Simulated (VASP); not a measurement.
Crystal: ZnGaP.

```
CELL_PARAMETERS angstrom
4.01594 0.00000 0.00000
-2.00797 3.47791 0.00000
0.00000 0.00000 4.40420
ATOMIC_POSITIONS crystal
Zn 0.00000 0.00000 0.50000
Ga 0.66667 0.33333 0.00000
P 0.33333 0.66667 0.50000
```

The cell was built by a generator and needn't be a form met in nature.

```yaml
Program: VASP 6.6.1
Task: relaxation of cell and atoms
Functional: PBEsol
Dispersion: rVV10
Potentials_or_basis: VASP PAW PBE potentials, release 64 (Zn, Ga_d, P)
Cutoff: 600 eV
k_mesh: 8 × 8 × 6
Occupations: fermi-dirac, width 0.05 eV
Spin: no spin polarisation
```

At the start: pressure -3.4 GPa; volume 20.50 Å³/atom.

How do energy, volume and symmetry change on relaxing?

Over 9 steps the energy falls by 18.3 meV/atom and the volume is 18.91 Å³/atom (-7.8 %); space group P-6m2 (No. 187, to 0.05 Å).

Step by step:
```tsv
step	energy change (eV)	largest force (eV/Å)	pressure (GPa)	volume (Å³)
1	0.0000	0.0002	-3.37	61.51
2	-0.0422	0.0001	-0.01	57.76
3	-0.0422	0.0001	-0.09	57.81
4	-0.0500	0.0000	-0.04	57.31
5	-0.0546	0.0001	0.23	56.33
6	-0.0548	0.0001	0.27	56.49
7	-0.0548	0.0001	0.13	56.54
8	-0.0548	0.0001	0.16	56.51
9	-0.0549	0.0001	-0.06	56.74
```

Final structure:
```
Zn Ga P
1.0
     3.95755   -0.00002    0.00000
    -1.97879    3.42733    0.00000
     0.00000    0.00000    4.18342
Zn Ga P
1 1 1
Cartesian
  3.9575 0.0000 2.0917
  1.9788 1.1424 0.0000
  0.0000 2.2849 2.0917
```

Caveat: the PAW data sets were made with another functional, which shifts forces and pressure a little.
